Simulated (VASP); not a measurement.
Data:

```xyz
2
Lattice="2.9750 0.0000 0.0000 0.0000 2.9750 0.0000 0.0000 0.0000 2.9750" Properties=species:S:1:pos:R:3 pbc="T T T"
Ti     0.0000     0.0000     0.0000
Co     1.4875     1.4875     1.4875
```

Method: r2SCAN+rVV10, VASP's PBE PAW potentials (set 64) (plane waves; VASP 6.6.1). Run with 520 eV cut-off, 12×12×12 Γ-centred mesh, first-order Methfessel-Paxton smearing of 0.10 eV, potentials Ti_sv Co.

Question: Estimate the energy per atom (σ→0), pressure, band gap (on the k-mesh) with the smallest direct gap where there is one.

Answer: 
```json
{
 "band gap (on the k-mesh)": "none (metal, semimetal or under 0.01 eV)",
 "energy per atom (σ→0)": "-13.116 eV/atom",
 "pressure": "-55.6 kbar"
}
```

The compound is TiCo in the CsCl type structure. This cell is one point of a volume scan, at 1.03 of the reference volume. The run is not spin-polarised, so no magnetic state was tried. The electron count is odd and the run is not spin-polarised, which forces a metal.
